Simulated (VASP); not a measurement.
Consider the following.

```xyz
4
Lattice="2.1663 -3.7521 0.0000 2.1663 3.7521 0.0000 0.0000 0.0000 7.0671" Properties=species:S:1:pos:R:3 pbc="T T T"
Cd     2.1663    -1.2507     3.5340
Cd     2.1663     1.2507     0.0004
Se     2.1663    -1.2507     6.1904
Se     2.1663     1.2507     2.6568
```

All values below come from PBE GGA, VASP's PBE PAW potentials (set 64) (plane waves; VASP). Numerical set-up: 480 eV cut-off, 6×6×4 Γ-centred mesh, Gaussian smearing of 0.050 eV, potentials Cd Se.

Task: What does the run give for the energy per atom (σ→0), pressure, band gap (on the k-mesh) with the smallest direct gap where there is one?

Result: 
```yaml
band gap (on the k-mesh): 0.62 eV
smallest direct gap (on the k-mesh): 0.62 eV
energy per atom (σ→0): -2.740 eV/atom
pressure: 19.8 kbar
```

Total energies compare only between runs with the same potentials, cut-off and functional.

The compound is CdSe in the wurtzite structure. It was relaxed first under an external pressure of 2 GPa.
